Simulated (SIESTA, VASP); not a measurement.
An input for SIESTA (GGA PBEsol, numerical atomic orbitals DZP, PseudoDojo PBEsol standard norm-conserving potentials (rewritten from UPF to PSML)):

```
# files in the folder: Ca.psml Br.psml (PseudoDojo PBEsol standard)
SystemName  CaBr2
SystemLabel siesta

NumberOfAtoms                6
NumberOfSpecies              2
%block ChemicalSpeciesLabel
  1 20 Ca
  2 35 Br
%endblock ChemicalSpeciesLabel
LatticeConstant              1.0 Ang
%block LatticeVectors
     6.671958000    0.000000000    0.000000000
     0.000000000    6.671958000    0.000000000
     0.000000000    0.000000000    4.292273000
%endblock LatticeVectors
AtomicCoordinatesFormat      Fractional
%block AtomicCoordinatesAndAtomicSpecies
     0.018195000    0.008230000    0.006938000  1
     0.499279000    0.491005000    0.510831000  1
     0.799443000    0.198181000    0.518308000  2
     0.198255000    0.807841000    0.497214000  2
     0.307894000    0.296388000   -0.024048000  2
     0.676935000    0.698355000   -0.009242000  2
%endblock AtomicCoordinatesAndAtomicSpecies

XC.functional                GGA
XC.authors                   PBEsol
PAO.BasisSize                DZP
PAO.EnergyShift              0.01 Ry
MeshCutoff                   300 Ry
%block kgrid.MonkhorstPack
    2   0   0  0.0
    0   2   0  0.0
    0   0   3  0.0
%endblock kgrid.MonkhorstPack
OccupationFunction           FD
ElectronicTemperature        10 K

MaxSCFIterations             150
SCF.Mixer.Method             Pulay
SCF.Mixer.Weight             0.25
SCF.Mixer.History            6
SCF.DM.Tolerance             1.0E-04
Diag.ParallelOverK           true
WriteForces                  true
Charge.Mulliken              end
```

Question: Write the VASP files for the same calculation.

Answer: One set of files that does it:

### POSCAR
```
CaBr2
13.3439160
  0.5000000000   0.0000000000   0.0000000000
  0.0000000000   0.5000000000   0.0000000000
  0.0000000000   0.0000000000   0.3216651694
Ca Br
2 4
Cartesian
  0.0090975000   0.0041150000   0.0022317129
  0.2496395000   0.2455025000   0.1643165401
  0.3997215000   0.0990905000   0.1667216306
  0.0991275000   0.4039205000   0.1599364255
  0.1539470000   0.1481940000  -0.0077354040
  0.3384675000   0.3491775000  -0.0029728295
```

**KPOINTS**
```
Automatic mesh
0
Gamma
2 2 3
0 0 0
```

**INCAR**
```
LREAL=.FALSE.   ! projection in real space or not
ISIF=2
SYSTEM=CaBr2
ENCUT=300
ISMEAR=0
LASPH=.TRUE.   ! aspherical one-centre terms
LMAXMIX=4
ALGO=Normal
LCHARG=.FALSE.
PREC=Accurate
GGA=PS   ! PBEsol
NELM=100   ! most electronic steps
EDIFF=1E-6
LWAVE=.FALSE.
SIGMA=0.01   ! width (eV)
```

POTCAR, in this order: Ca_sv Br (PBE.64 set). Program: vasp_std.

Both inputs were run and reached self-consistency, which says nothing on mesh or cut-off. Potentials, basis and cut-offs are each code's own, so they don't translate, and total energies aren't comparable.

Fixed occupations appear in VASP as a very narrow Gaussian smearing.

The structure comes from a computed database's CaBr2 entry; how it stands against other phases isn't given here. The cell was not relaxed at this level, and its volume differs by -5.9 % from the start's.
